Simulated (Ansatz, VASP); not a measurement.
# KBe18 in VASP and in Ansatz

```
CELL_PARAMETERS angstrom
4.58000 0.00000 0.00000
3.43500 5.94960 0.00000
0.00000 0.00000 15.58843
ATOMIC_POSITIONS crystal
Be 0.00000 0.00000 0.06415
Be 0.50000 0.00000 0.06415
Be 0.00000 0.33333 0.06415
Be 0.50000 0.33333 0.06415
Be 0.00000 0.66667 0.06415
Be 0.50000 0.66667 0.06415
Be 0.83295 0.22373 0.18021
Be 0.32990 0.22602 0.17983
Be 0.82991 0.55622 0.17808
Be 0.33474 0.55738 0.17818
Be 0.82865 0.89523 0.17832
Be 0.33265 0.89033 0.17968
Be 0.99917 0.99882 0.29492
Be 0.49878 0.00110 0.29498
Be 0.99755 0.33582 0.29510
Be 0.49784 0.33443 0.29530
Be 0.99787 0.66761 0.28631
Be 0.49901 0.66654 0.29450
K 0.99152 0.66896 0.46333
```

Alike in both runs: functional LDA; k mesh 4 × 3 × 1; occupations fermi-dirac, width 0.05 eV; no spin polarisation.

Ansatz relaxed the structure, and its values are those at the end. VASP's run is a single point on that final structure, the one shown.

```csv
,VASP,Ansatz
version,VASP 6.6.1,Ansatz 0.2.0
potentials or method,"VASP PAW LDA potentials, release 64 (Be, K_sv)","scalar-relativistic, plane waves, PAW"
plane-wave cutoff (eV),520,420
valence electrons in the cell,45,45
```

```csv
,VASP,Ansatz,Ansatz less VASP
rms of the force components (eV/Å),0.019,0.019,-0.0005
```

Caveats: the k mesh is coarse (spacing up to 0.40 Å⁻¹), so the values aren't converged.
